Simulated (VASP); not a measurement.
The system is NaCl.

```
Na Cl
1.0
     0.00000    2.80386    2.80386
     2.80386    0.00000    2.80386
     2.80386    2.80386    0.00000
Na Cl
1 1
Direct
  0.00000 0.00000 0.00000
  0.50000 0.50000 0.50000
```

Base run:

- Program: VASP 6.6.1
- Functional: PBE0
- Potentials or basis: VASP PAW PBE potentials, release 64 (Na_pv, Cl)
- Cutoff: 520 eV
- k mesh: 6 × 6 × 6
- Occupations: gaussian, width 0.03 eV
- Spin: no spin polarisation

Its results: band gap on the k mesh 7.27 eV, direct; pressure 0.6 GPa.

The run is repeated on the same cell with these changes: functional from PBE0 to PBE-EpsX. What comes out?

Band gap on the k mesh 8.53 eV, direct; pressure 0.2 GPa.

Caveats: the PAW data sets were made with another functional, which shifts forces and pressure a little.
